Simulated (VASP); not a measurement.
Set up this calculation in VASP 6.6.1, as the native input.

| Item | Value |
| --- | --- |
| Task | single point |
| Functional | r2SCAN |
| Potentials or basis | VASP PAW PBE potentials, release 64 (S, Ti_sv, I) |
| Cutoff | 520 eV |
| k mesh | 5 × 5 × 5 |
| Occupations | fermi-dirac, width 0.1 eV |
| Spin | no spin polarisation |
| Dipole correction | no |
| Further INCAR settings | ALGO = Normal; EDIFF = 1e-07; NBANDS = 34 |

TiS4I2:

```
S Ti I
1.0
     4.18166    0.00000    0.00000
    -2.09083    3.62143    0.00000
    -2.09083    1.20714   13.41751
S Ti I
4 1 2
Direct
  0.45900 0.54100 0.37700
  0.29400 0.70600 0.88200
  0.87200 0.12800 0.61600
  0.04000 0.96000 0.12000
  0.39600 0.60400 0.18800
  0.16600 0.83400 0.49800
  0.93700 0.06300 0.81100
```

The cell was built by a generator and needn't be a form met in nature.

One way to write it, as run:

POSCAR

```
TiS4I2
1.0
    4.1816584700      0.0000000000      0.0000000000
   -2.0908297400      3.6214250600      0.0000000000
   -2.0908297400      1.2071420200     13.4175090500
S Ti I
4 1 2
Direct
    0.4590000000      0.5410000000      0.3770000000
    0.2940000000      0.7060000000      0.8820000000
    0.8720000000      0.1280000000      0.6160000000
    0.0400000000      0.9600000000      0.1200000000
    0.3960000000      0.6040000000      0.1880000000
    0.1660000000      0.8340000000      0.4980000000
    0.9370000000      0.0630000000      0.8110000000
```

INCAR.step1

```
PREC = Accurate
ENCUT = 520
ISMEAR = -5
SIGMA = 0.1
LREAL = False
LASPH = True
NELM = 100
LMAXMIX = 4
NBANDS = 34
GGA = PE
ALGO = Normal
EDIFF = 1E-4
LWAVE = True
LCHARG = False
```

INCAR.step2

```
PREC = Accurate
ENCUT = 520
EDIFF = 1E-7
ISMEAR = -1
SIGMA = 0.1
LREAL = False
LASPH = True
NELM = 100
ALGO = Normal
ISIF = 2
LWAVE = False
LCHARG = False
LMAXMIX = 4
METAGGA = R2SCAN
LMIXTAU = True
LORBIT = 10
NBANDS = 34
ISTART = 1
```

KPOINTS

```
Automatic mesh
0
Gamma
  5 5 5
```

Potentials or basis: VASP PAW PBE potentials, release 64 (S, Ti_sv, I).

Launch:

```sh
$ cat potpaw_PBE.64/S/POTCAR potpaw_PBE.64/Ti_sv/POTCAR potpaw_PBE.64/I/POTCAR > POTCAR
$ cp INCAR.step1 INCAR
$ mpirun -np 1 vasp_std > vasp.out
$ cp INCAR.step2 INCAR
$ mpirun -np 1 vasp_std > vasp.out
```

It gave:

```json
{"Pressure": "-0.9 GPa", "Largest force": "3.046 eV/Å", "Band gap on the k mesh": "none (metal or under the smearing width)", "Valence electrons inside the program's atomic spheres": "S 3.61, 3.63, 3.57, 3.69; Ti 9.93; I 4.16, 4.19"}
```

Caveat: the PAW data sets were made with another functional, which shifts forces and pressure a little; semilocal functionals often make such compounds metallic where correlation or magnetic order opens a gap, which also shifts bond lengths.

Wall time 8.2 min on 1 thread of Intel(R) Xeon(R) Platinum 8488C (Sapphire Rapids), with other jobs on the host, peak memory 0.44 GiB.
